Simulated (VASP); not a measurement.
Here is the system:

```yaml
crystal:
  lattice:
    - [1.60547, -2.78076, 0.00000]
    - [1.60547, 2.78076, 0.00000]
    - [0.00000, 0.00000, 5.16099]
  atoms:
    - { symbol: Zr, position: [0.33333, 0.66667, 0.25000] }
    - { symbol: Zr, position: [0.66667, 0.33333, 0.75000] }
```

These are PBE GGA with D4 dispersion, VASP's PBE PAW potentials (set 64) (plane waves; VASP) values and carry that method's errors. Run with 520 eV cut-off, 15×15×8 Γ-centred mesh, tetrahedra with Blöchl corrections, potentials Zr_sv.

Q: Predict the energy per atom (σ→0), band gap (on the k-mesh) with the smallest direct gap where there is one.

A: 
```json
{
  "band gap (on the k-mesh)": "none (metal, semimetal or under 0.01 eV)",
  "energy per atom (σ→0)": "-8.726 eV/atom"
}
```

The compound is Zr in the hcp structure. It was relaxed first.
